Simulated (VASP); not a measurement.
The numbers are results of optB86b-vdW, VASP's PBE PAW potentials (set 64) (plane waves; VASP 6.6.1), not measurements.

A VASP calculation is set up with these files.

KPOINTS:
```
Automatic mesh
0
Gamma
8 8 8
0 0 0
```

### INCAR
```
# general
SYSTEM    =  Si
PREC      =  Accurate
ENCUT     =  520
LREAL     =  .FALSE.   # projection in real space or not
LASPH     =  .TRUE.   # aspherical one-centre terms

# electronic loop
EDIFF     =  1E-7   # SCF stop (eV)
NELM      =  100   # most electronic steps
ALGO      =  Normal   # blocked Davidson

# smearing
ISMEAR    =  0   # Gaussian
SIGMA     =  0.05

# functional
GGA       =  MK
LUSE_VDW  =  .TRUE.
AGGAC     =  0.0
PARAM1    =  0.1234
PARAM2    =  1.0

# ions
ISIF      =  2

# output
LWAVE     =  .FALSE.
LCHARG    =  .FALSE.
```

### POSCAR
```
Si
1.0
  0.0000000000   2.7811961052   2.7811961052
  2.7811961052   0.0000000000   2.7811961052
  2.7811961052   2.7811961052   0.0000000000
Si
2
Direct
  0.0000000000   0.0000000000   0.0000000000
  0.2500000000   0.2500000000   0.2500000000
```

POTCAR, in this order: Si (PBE.64 set). Program: vasp_std.

Output

### OSZICAR
```
       N       E                     dE             d eps       ncg     rms          rms(c)
DAV:   1     0.940130650995E+01    0.94013E+01   -0.32180E+03   464   0.758E+02
DAV:   2    -0.843542763795E+01   -0.17837E+02   -0.16729E+02   744   0.798E+01
DAV:   3    -0.868267972392E+01   -0.24725E+00   -0.24725E+00   592   0.119E+01
DAV:   4    -0.868364845227E+01   -0.96873E-03   -0.96873E-03   768   0.845E-01
DAV:   5    -0.868364900996E+01   -0.55770E-06   -0.55770E-06   600   0.210E-02    0.423E+00
DAV:   6    -0.860838207814E+01    0.75267E-01   -0.64831E-02   576   0.135E+00    0.262E+00
DAV:   7    -0.857137501614E+01    0.37007E-01   -0.14427E-01   584   0.207E+00    0.168E-01
DAV:   8    -0.857214294345E+01   -0.76793E-03   -0.43389E-03   560   0.458E-01    0.635E-02
DAV:   9    -0.857217924602E+01   -0.36303E-04   -0.17419E-04   616   0.973E-02    0.590E-02
DAV:  10    -0.857220969440E+01   -0.30448E-04   -0.59152E-05   520   0.609E-02    0.312E-02
DAV:  11    -0.857220943612E+01    0.25828E-06   -0.10297E-06   616   0.856E-03    0.556E-03
DAV:  12    -0.857220944113E+01   -0.50087E-08   -0.61025E-08   584   0.226E-03
   1 F= -.85722094E+01 E0= -.85722094E+01  d E =-.169677E-15
```

**OUTCAR**
```
------------------------ aborting loop because EDIFF is reached ----------------------------------------
  FORCE on cell =-STRESS in cart. coord.  units (eV):
  Direction    XX          YY          ZZ          XY          YZ          ZX
  --------------------------------------------------------------------------------------
  Total       -1.2562497     -1.2562497     -1.2562497     -0.0000000     -0.0000000      0.0000000
  in kB      -46.7801613    -46.7801613    -46.7801613     -0.0000000     -0.0000000      0.0000000
  external PRESSURE =     -46.7801613 kB  Pullay stress =       0.0000000 kB
  volume of cell :       43.03
      direct lattice vectors                 reciprocal lattice vectors
     0.000000000  2.781196105  2.781196105    -0.179778765  0.179778765  0.179778765
     2.781196105  0.000000000  2.781196105     0.179778765 -0.179778765  0.179778765
     2.781196105  2.781196105  0.000000000     0.179778765  0.179778765 -0.179778765
 POSITION                                       TOTAL-FORCE (eV/Angst)
 -----------------------------------------------------------------------------------
      0.00000      0.00000      0.00000         0.000000      0.000000     -0.000000
      1.39060      1.39060      1.39060        -0.000000     -0.000000      0.000000
 -----------------------------------------------------------------------------------
    total drift:                               -0.000000     -0.000000     -0.000000
  FREE ENERGIE OF THE ION-ELECTRON SYSTEM (eV)
  ---------------------------------------------------
  free  energy   TOTEN  =        -8.5722094411 eV

  energy  without entropy=       -8.5722094411  energy(sigma->0) =       -8.57220944
```
(Selected blocks of OUTCAR.)

The compound is Si in the diamond structure. This cell is one point of a volume scan, at 1.06 of the reference volume.
